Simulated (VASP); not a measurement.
Shape and ions are relaxed at each volume.

Energy against volume of TiB₂ (AlB2 type). Calculation: RPBE GGA, VASP's PBE PAW potentials (set 64) (plane waves; VASP).

```tsv
V (Å³/atom)	E (eV/atom)
8.198	-7.75076
8.460	-7.77060
8.721	-7.77685
8.983	-7.77136
9.244	-7.75574
```

Q: Fit a third-order Birch-Murnaghan equation of state.

A: 
- volume per atom = 8.72 Å³/atom
- bulk modulus = 239 GPa
- pressure derivative of the bulk modulus = 3.89

Measured: bulk modulus 240 GPa (computed value off by -0.5 %), as given by Synthesis of Binary Transition Metal Nitrides, Carbides and Borides from the Elements in the Laser-Heated Diamond …. The calculation is for a static lattice, while the measured bulk modulus holds thermal and zero-point effects, which are part of the difference.

The compound is TiB2 in the AlB2 type structure. It was relaxed first.
